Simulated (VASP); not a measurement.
## Lattice of TaN, functional by functional

Which functional gives which lattice for TaN? The starting structure is a computed structure from the Materials Project. The first relaxation on each setting starts from this cell expanded by 3 % in volume.

Main program and level: VASP 6.6.1; Kohn-Sham DFT with plane waves and PAW; PBEsol, LDA, PBE, PBEsol + D3(BJ), r2SCAN, r2SCAN + rVV10, vdW-DF-cx and TPSS.

## Step 1: The structure

The structure is cubic, space group Fm-3m (No. 225). Conventional cell: a = 4.423 Å, b = 4.423 Å, c = 4.423 Å, α = 90.00°, β = 90.00°, γ = 90.00°. Ta has 6 N at 2.21 Å nearest. N has 6 Ta at 2.21 Å nearest. Farther neighbours and most contacts between anions are not listed.

As a file:

```xyz
2
Lattice="0.0000 2.2113 2.2113 2.2113 0.0000 2.2113 2.2113 2.2113 0.0000" Properties=species:S:1:pos:R:3 pbc="T T T"
Ta    2.2113    2.2113    2.2113
N     0.0000    0.0000    0.0000
```

## Step 2: Relaxation with PBEsol

PBEsol restores the gradient expansion of exchange and is tuned for the cells of solids. This run starts from the cell of an earlier relaxation, which isn't shown; the restart sets up the plane waves anew.

INCAR reads:

```
SYSTEM = TaN
PREC = Accurate
ENCUT = 520
EDIFF = 1E-06
NELM = 100
ISMEAR = 1
SIGMA = 0.15
LREAL = .FALSE.
ALGO = Normal
GGA = PS
NBANDS = 14
LASPH = .TRUE.
LORBIT = 11
LWAVE = .FALSE.
LCHARG = .FALSE.
KPAR = 4
IBRION = 2
NSW = 50
ISIF = 3
EDIFFG = -0.006
```

POSCAR reads:

```
TaN
1.0
    0.0000000000      2.1897569518      2.1897569518
    2.1897569518      0.0000000000      2.1897569518
    2.1897569518      2.1897569518      0.0000000000
Ta N
1 1
Direct
    0.5000000000      0.5000000000      0.5000000000
    0.0000000000      0.0000000000      0.0000000000
```

KPOINTS reads:

```
Automatic mesh
0
Gamma
18 18 18
0 0 0
```

The projector-augmented-wave data sets are Ta_pv and N (PBE family, release 64).

Run with:

```sh
mpirun -np 4 vasp_std
```

Log:

```text
[banner, memory and clock lines left out]
running    4 mpi-ranks, on    1 nodes
 distrk:  each k-point on    1 cores,    4 groups
 distr:  one band on    1 cores,    1 groups

 POSCAR found type information on POSCAR TaN
 POSCAR found :  2 types and       2 ions
|                                                                             |
|               ----> ADVICE to this user running VASP <----                  |
|                                                                             |
|     You enforced a specific xc type in the INCAR file but a different       |
|     [... a line on the potential file left out ...]
|     I HOPE YOU KNOW WHAT YOU ARE DOING!                                     |
|                                                                             |

 LDA part: xc-table for (Slater+PW92), standard interpolation
 POSCAR, INCAR and KPOINTS ok, starting setup
 FFT: planning ... GRIDC
 FFT: planning ... GRID_SOFT
 FFT: planning ... GRID
 WAVECAR not read
 entering main loop
       N       E                     dE             d eps       ncg     rms          rms(c)
DAV:   1     0.893030193181E+02    0.89303E+02   -0.88912E+03  5468   0.121E+03
DAV:   2    -0.230236130233E+02   -0.11233E+03   -0.10556E+03  6714   0.317E+02
DAV:   3    -0.259863897739E+02   -0.29628E+01   -0.29310E+01  6272   0.480E+01
DAV:   4    -0.260012857156E+02   -0.14896E-01   -0.14886E-01  6372   0.354E+00
DAV:   5    -0.260013782581E+02   -0.92542E-04   -0.92541E-04  6174   0.256E-01    0.250E+01
DAV:   6    -0.233394278177E+02    0.26620E+01   -0.57284E+00  6192   0.269E+01    0.106E+01
DAV:   7    -0.232513949090E+02    0.88033E-01   -0.35836E-01  6846   0.571E+00    0.716E+00
DAV:   8    -0.232168971581E+02    0.34498E-01   -0.13111E-01  6480   0.330E+00    0.141E+00
DAV:   9    -0.232128497451E+02    0.40474E-02   -0.12296E-02  6048   0.964E-01    0.364E-01
DAV:  10    -0.232127007450E+02    0.14900E-03   -0.50438E-04  7452   0.280E-01    0.105E-01
DAV:  11    -0.232126706890E+02    0.30056E-04   -0.58794E-05  6158   0.787E-02    0.182E-02
DAV:  12    -0.232126705760E+02    0.11300E-06   -0.33331E-06  7044   0.178E-02
   1 F= -.23212671E+02 E0= -.23212451E+02  d E =-.232127E+02
 curvature:   0.00 expect dE= 0.000E+00 dE for cont linesearch  0.000E+00
 trial: gam= 0.00000 g(F)=  0.176E-60 g(S)=  0.749E-07 ort = 0.000E+00 (trialstep = 0.100E+01)
 search vector abs. value=  0.750E-07
 reached required accuracy - stopping structural energy minimisation
```

It took 7.6 s on 4 MPI ranks of AMD EPYC 9R45, shared host; peak memory 0.64 GiB; 29 s of CPU time.

Lines that name or quote the potential files are left out of all logs, and their timing lines are given in words.

Parts of OUTCAR (step 2):

```text
ion  position               nearest neighbor table
   1  0.500  0.500  0.500-   2 2.19   2 2.19   2 2.19   2 2.19   2 2.19   2 2.19
   2  0.000  0.000  0.000-   1 2.19   1 2.19   1 2.19   1 2.19   1 2.19   1 2.19

  LATTYP: Found a face centered cubic cell.
 ALAT       =     4.3795139036

 Subroutine GETGRP returns: Found 48 space group operations
 (whereof 48 operations were pure point group operations)

The static configuration has the point symmetry O_h .

 Found    195 irreducible k-points:

   k-points           NKPTS =    195   k-points in BZ     NKDIM =    195   number of bands    NBANDS=     14

   dimension x,y,z NGX =    24 NGY =   24 NGZ =   24
   dimension x,y,z NGXF=    48 NGYF=   48 NGZF=   48

   ENCUT  =  520.0 eV  38.22 Ry    6.18 a.u.   5.76  5.76  5.76*2*pi/ulx,y,z

   NELECT =      16.0000    total number of electrons

 k-points in reciprocal lattice and weights: Automatic mesh
   0.00000000  0.00000000  0.00000000       0.000
   0.05555556  0.00000000  0.00000000       0.001
   0.11111111  0.00000000  0.00000000       0.001
   0.16666667  0.00000000  0.00000000       0.001
   0.22222222  0.00000000  0.00000000       0.001
   0.27777778  0.00000000  0.00000000       0.001
   0.33333333  0.00000000  0.00000000       0.001
   0.38888889  0.00000000  0.00000000       0.001
   0.44444444  0.00000000  0.00000000       0.001
[...]
-0.27777778  0.44444444  0.22222222       0.004
  -0.27777778  0.50000000  0.22222222       0.002

 average (electrostatic) potential at core
       1 -34.4373       2 -61.2276

 E-fermi :   9.5308

 k-point     1 :       0.0000    0.0000    0.0000
  band No.  band energies     occupation
    ...
      8       7.3542      2.00000
      9       7.3542      2.00000
     10       7.3542      2.00000
     11       9.5468      0.82121
     12       9.5468      0.82120
     13      11.1696     -0.00000
     14      18.8992      0.00000

 k-point     2 :       0.0556    0.0000    0.0000
  band No.  band energies     occupation
    ...
      6       5.4016      2.00000
      7       5.4016      2.00000
      8       7.4858      2.00000
      9       7.4858      2.00000
     10       7.5535      2.00000
     11       9.8719     -0.00600
     12       9.8719     -0.00600
     13      11.4014     -0.00000
     14      19.1382      0.00000

 k-point     3 :       0.1111    0.0000    0.0000
  band No.  band energies     occupation
    ...
      6       4.7804      2.00000
      7       4.7804      2.00000
      8       7.7944      2.00000
      9       7.7944      2.00000
     10       7.8662      2.00000
     11      10.6844     -0.00000
     12      10.6844     -0.00000
     13      12.0117     -0.00000
     14      19.8126      0.00000

  Total       -0.0010173     -0.0010173     -0.0010173      0.0000000      0.0000000      0.0000000
  in kB       -0.0776178     -0.0776178     -0.0776178      0.0000000      0.0000000      0.0000000
  external PRESSURE =      -0.0776178 kB  Pullay stress =       0.0000000 kB

  energy-cutoff  :      520.00
  volume of cell :       21.00
      direct lattice vectors                 reciprocal lattice vectors
     0.000000000  2.189756952  2.189756952    -0.228335843  0.228335843  0.228335843
     2.189756952  0.000000000  2.189756952     0.228335843 -0.228335843  0.228335843
     2.189756952  2.189756952  0.000000000     0.228335843  0.228335843 -0.228335843

 POSITION                                       TOTAL-FORCE (eV/Angst)
 -----------------------------------------------------------------------------------
      2.18976      2.18976      2.18976         0.000000      0.000000      0.000000
      0.00000      0.00000      0.00000        -0.000000     -0.000000     -0.000000
 -----------------------------------------------------------------------------------
    total drift:                                0.000000     -0.000000     -0.000000

  FREE ENERGIE OF THE ION-ELECTRON SYSTEM (eV)
  ---------------------------------------------------
  free  energy   TOTEN  =       -23.2126705760 eV

  energy  without entropy=      -23.2120106475  energy(sigma->0) =      -23.21245060

 reached required accuracy - stopping structural energy minimisation

 total charge
# of ion       s       p       d       tot
------------------------------------------
    1        0.277   6.230   2.476   8.983
    2        1.222   2.536   0.000   3.759
--------------------------------------------------
tot          1.499   8.767   2.476  12.741

[... 3 further parts left out ...]
```

CONTCAR:

```
TaN
   1.00000000000000
     0.0000000000000000    2.1897569518000002    2.1897569518000002
     2.1897569518000002    0.0000000000000000    2.1897569518000002
     2.1897569518000002    2.1897569518000002    0.0000000000000000
  Ta              N
     1     1
Direct
     0.5000000000000000    0.5000000000000000    0.5000000000000000
     0.0000000000000000    0.0000000000000000    0.0000000000000000
```

The PAW data sets were made with PBE, which is usual practice but a small mismatch for other functionals. The run keeps the 48 symmetry operations of its start, so it cannot find a distortion of lower symmetry.

With PBEsol the relaxed cell holds 10.500 Å³ an atom, -2.90 % against the starting cell, with a = 4.380 Å.

## Step 3: Relaxation with LDA

LDA, the lowest rung, knows the local density alone. This run starts from the cell of an earlier relaxation, which isn't shown; the restart sets up the plane waves anew.

INCAR, as its differences from that of step 2:

```diff
@@ -9,3 +9,3 @@
 ALGO = Normal
-GGA = PS
+GGA = CA
 NBANDS = 14
```

POSCAR reads:

```
TaN
1.0
    0.0000000000      2.1780308818      2.1780308818
    2.1780308818      0.0000000000      2.1780308818
    2.1780308818      2.1780308818      0.0000000000
Ta N
1 1
Direct
    0.5000000000      0.5000000000      0.5000000000
    0.0000000000      0.0000000000      0.0000000000
```

KPOINTS is that of step 2.

Potentials, in the order of the species: Ta_pv and N (LDA family, release 64).

Run with:

```sh
mpirun -np 4 vasp_std
```

Log:

```text
[banner, memory and clock lines left out]
running    4 mpi-ranks, on    1 nodes
[...]
LDA part: xc-table for (Slater(with rela. corr.)+CA(PZ))
 , standard interpolation
 POSCAR, INCAR and KPOINTS ok, starting setup
[...]
entering main loop
       N       E                     dE             d eps       ncg     rms          rms(c)
DAV:   1     0.878489667207E+02    0.87849E+02   -0.90480E+03  5492   0.122E+03
DAV:   2    -0.243000870208E+02   -0.11215E+03   -0.10590E+03  6720   0.310E+02
DAV:   3    -0.271636019586E+02   -0.28635E+01   -0.28281E+01  6160   0.449E+01
DAV:   4    -0.271767921083E+02   -0.13190E-01   -0.13162E-01  6572   0.320E+00
[...]
DAV:  10    -0.241498967690E+02    0.17623E-03   -0.42257E-04  7268   0.254E-01    0.794E-02
DAV:  11    -0.241498807581E+02    0.16011E-04   -0.37840E-05  5922   0.659E-02    0.146E-02
DAV:  12    -0.241498805671E+02    0.19102E-06   -0.20929E-06  6906   0.136E-02
   1 F= -.24149881E+02 E0= -.24149681E+02  d E =-.241499E+02
[...]
reached required accuracy - stopping structural energy minimisation
```

Wall time 7 s (4 MPI ranks); peak memory 0.58 GiB; 26 s of CPU time.

OUTCAR, selected parts (step 3):

```text
  Total       -0.0023980     -0.0023980     -0.0023980     -0.0000000      0.0000000      0.0000000
  in kB       -0.1859285     -0.1859285     -0.1859285     -0.0000000      0.0000000      0.0000000
  external PRESSURE =      -0.1859285 kB  Pullay stress =       0.0000000 kB

 POSITION                                       TOTAL-FORCE (eV/Angst)
 -----------------------------------------------------------------------------------
      2.17803      2.17803      2.17803         0.000000     -0.000000     -0.000000
      0.00000      0.00000      0.00000        -0.000000      0.000000      0.000000
 -----------------------------------------------------------------------------------
    total drift:                                0.000000     -0.000000     -0.000000

  FREE ENERGIE OF THE ION-ELECTRON SYSTEM (eV)
  ---------------------------------------------------
  free  energy   TOTEN  =       -24.1498805671 eV

  energy  without entropy=      -24.1492833078  energy(sigma->0) =      -24.14968148

[... 2 parts as in an earlier step ...]

[... 2 further parts left out ...]
[key lines of the parts left out:]
E-fermi :   9.7441
```

With LDA the relaxed cell holds 10.332 Å³ an atom, -4.45 % against the starting cell, with a = 4.356 Å. That is -1.60 % from PBEsol.

## Step 4: Relaxation with PBE

PBE, the usual starting point, adds the gradient of the density. This run starts from the cell of an earlier relaxation, which isn't shown; the restart sets up the plane waves anew.

INCAR, as its differences from that of step 3:

```diff
@@ -9,3 +9,3 @@
 ALGO = Normal
-GGA = CA
+GGA = PE
 NBANDS = 14
```

POSCAR reads:

```
TaN
1.0
    0.0000000000      2.2102170455      2.2102170455
    2.2102170455      0.0000000000      2.2102170455
    2.2102170455      2.2102170455      0.0000000000
Ta N
1 1
Direct
    0.5000000000      0.5000000000      0.5000000000
    0.0000000000      0.0000000000      0.0000000000
```

KPOINTS is that of step 3.

PAW data sets: Ta_pv and N (PBE family, release 64).

Run with:

```sh
mpirun -np 4 vasp_std
```

Log:

```text
[banner, memory and clock lines left out]
running    4 mpi-ranks, on    1 nodes
[...]
LDA part: xc-table for (Slater+PW92), standard interpolation
 POSCAR, INCAR and KPOINTS ok, starting setup
[...]
entering main loop
       N       E                     dE             d eps       ncg     rms          rms(c)
DAV:   1     0.882093781593E+02    0.88209E+02   -0.89555E+03  5468   0.121E+03
DAV:   2    -0.219203426800E+02   -0.11013E+03   -0.10392E+03  6764   0.312E+02
DAV:   3    -0.248430967956E+02   -0.29228E+01   -0.28824E+01  6216   0.472E+01
DAV:   4    -0.248579256753E+02   -0.14829E-01   -0.14798E-01  6324   0.351E+00
[...]
DAV:  10    -0.218275613729E+02    0.58874E-04   -0.45472E-04  7190   0.270E-01    0.107E-01
DAV:  11    -0.218275345282E+02    0.26845E-04   -0.47021E-05  6126   0.657E-02    0.178E-02
DAV:  12    -0.218275349826E+02   -0.45441E-06   -0.30767E-06  7062   0.180E-02
   1 F= -.21827535E+02 E0= -.21827301E+02  d E =-.218275E+02
[...]
reached required accuracy - stopping structural energy minimisation
```

It took 7.6 s on 4 MPI ranks; peak memory 0.64 GiB.

From OUTCAR (step 4):

```text
  Total       -0.0039575     -0.0039575     -0.0039575     -0.0000000     -0.0000000      0.0000000
  in kB       -0.2936256     -0.2936256     -0.2936256     -0.0000000     -0.0000000      0.0000000
  external PRESSURE =      -0.2936256 kB  Pullay stress =       0.0000000 kB

 POSITION                                       TOTAL-FORCE (eV/Angst)
 -----------------------------------------------------------------------------------
      2.21022      2.21022      2.21022        -0.000000      0.000000     -0.000000
      0.00000      0.00000      0.00000         0.000000     -0.000000      0.000000
 -----------------------------------------------------------------------------------
    total drift:                                0.000000     -0.000000     -0.000000

  FREE ENERGIE OF THE ION-ELECTRON SYSTEM (eV)
  ---------------------------------------------------
  free  energy   TOTEN  =       -21.8275349826 eV

  energy  without entropy=      -21.8268323177  energy(sigma->0) =      -21.82730076

[... 2 parts as in an earlier step ...]

[... 2 further parts left out ...]
[key lines of the parts left out:]
E-fermi :   9.3863
```

With PBE the relaxed cell holds 10.797 Å³ an atom, -0.15 % against the starting cell, with a = 4.420 Å. That is +2.83 % from PBEsol.

## Step 5: Relaxation with PBEsol + D3(BJ)

D3 with Becke-Johnson damping keeps a finite attraction at short range. This run starts from the cell of an earlier relaxation, which isn't shown; the restart sets up the plane waves anew.

INCAR, as its differences from that of step 4:

```diff
@@ -9,3 +9,4 @@
 ALGO = Normal
-GGA = PE
+GGA = PS
+IVDW = 12
 NBANDS = 14
```

POSCAR reads:

```
TaN
1.0
    0.0000000000      2.1750732179      2.1750732179
    2.1750732179      0.0000000000      2.1750732179
    2.1750732179      2.1750732179      0.0000000000
Ta N
1 1
Direct
    0.5000000000      0.5000000000      0.5000000000
    0.0000000000      0.0000000000      0.0000000000
```

KPOINTS is that of step 4.

Run with:

```sh
mpirun -np 4 vasp_std
```

Log:

```text
[banner, memory and clock lines left out]
running    4 mpi-ranks, on    1 nodes
[...]
[... a notice as in an earlier step ...]

 LDA part: xc-table for (Slater+PW92), standard interpolation
 POSCAR, INCAR and KPOINTS ok, starting setup
[...]
entering main loop
       N       E                     dE             d eps       ncg     rms          rms(c)
DAV:   1     0.873150854121E+02    0.87315E+02   -0.89433E+03  5460   0.121E+03
DAV:   2    -0.230740554037E+02   -0.11039E+03   -0.10411E+03  6756   0.315E+02
DAV:   3    -0.259790234083E+02   -0.29050E+01   -0.28741E+01  6288   0.475E+01
DAV:   4    -0.259930338312E+02   -0.14010E-01   -0.14007E-01  6432   0.344E+00
[...]
DAV:  10    -0.232026080736E+02    0.14045E-03   -0.52228E-04  7410   0.287E-01    0.107E-01
DAV:  11    -0.232025764816E+02    0.31592E-04   -0.62301E-05  6276   0.824E-02    0.201E-02
DAV:  12    -0.232025762386E+02    0.24300E-06   -0.36931E-06  6936   0.189E-02
   1 F= -.24165787E+02 E0= -.24165570E+02  d E =-.241658E+02
[...]
reached required accuracy - stopping structural energy minimisation
```

Run time: 7.8 s. Hardware: 4 MPI ranks; peak memory 0.67 GiB.

Parts of OUTCAR (step 5):

```text
 Edisp (eV)   -0.96321

  Total       0.00123     0.00123     0.00123    -0.00000    -0.00000     0.00000
  in kB       0.09550     0.09550     0.09550    -0.00000    -0.00000     0.00000
  external pressure =        0.10 kB  Pullay stress =        0.00 kB

 POSITION                                       TOTAL-FORCE (eV/Angst)
 -----------------------------------------------------------------------------------
      2.17507      2.17507      2.17507         0.000000      0.000000      0.000000
      0.00000      0.00000      0.00000        -0.000000     -0.000000     -0.000000
 -----------------------------------------------------------------------------------
    total drift:                                0.000000     -0.000000     -0.000000

  FREE ENERGIE OF THE ION-ELECTRON SYSTEM (eV)
  ---------------------------------------------------
  free  energy   TOTEN  =       -24.1657871574 eV

  energy  without entropy=      -24.1651361511  energy(sigma->0) =      -24.16557016

[... 2 parts as in an earlier step ...]

[... 2 further parts left out ...]
[key lines of the parts left out:]
E-fermi :   9.7640
```

With PBEsol + D3(BJ) the relaxed cell holds 10.290 Å³ an atom, -4.84 % against the starting cell, with a = 4.350 Å. That is -2.00 % from PBEsol.

[end of part 1 of 2]

[Lines on the potential files, build, host, timing and source positions are cut from VASP's logs without a mark.]

[Logs are printed without paths, hosts, clocks, repeated set-up lines and the standing remarks that a program may print on its own settings, such as how far it seeks lower states.]

[Hosts, paths, dates, database ids (printed as entryN), source tags and the programs' standing remarks are cut or masked in the printed files.]
